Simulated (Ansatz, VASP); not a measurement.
**Ga3Sb2As: VASP beside Ansatz**

```
Ga Sb As
1.0
     4.29234    0.00000    0.00000
    -2.14617    3.71728    0.00000
     0.00000    0.00000   10.48435
Ga Sb As
3 2 1
Direct
  0.00000 0.00000 0.98681
  0.33333 0.66667 0.67960
  0.66667 0.33333 0.33403
  0.66667 0.33333 0.58906
  0.00000 0.00000 0.24374
  0.33333 0.66667 0.91675
```

Alike in both runs: functional PBE; k mesh 6 × 6 × 2; occupations gaussian, width 0.1 eV; no spin polarisation.

Ansatz relaxed the structure, and its values are those at the end. VASP's run is a single point on that final structure, the one shown.

```csv
,VASP,Ansatz
version,VASP 6.6.1,Ansatz 0.2.0
potentials or method,"VASP PAW PBE potentials, release 64 (Ga_d, Sb, As)","scalar-relativistic, plane waves, PAW"
plane-wave cutoff (eV),520,420
valence electrons in the cell,54,84
```

VASP gave:

| Quantity | Value |
| --- | --- |
| gap on the k mesh at the Fermi level (eV) | none |
| pressure (GPa) | 0.2 |
| rms of the force components (eV/Å) | 0.007 |

Question: What did Ansatz give for the same quantities?

Answer: gap on the k mesh at the Fermi level (eV): none; pressure (GPa): 0.1; rms of the force components (eV/Å): 0.007.

A gap of «none» marks a metal or a gap that the smearing closes. The two sets of potentials don't hold the same shells in valence.

Spin-orbit coupling is left out, which matters for the levels of Sb.
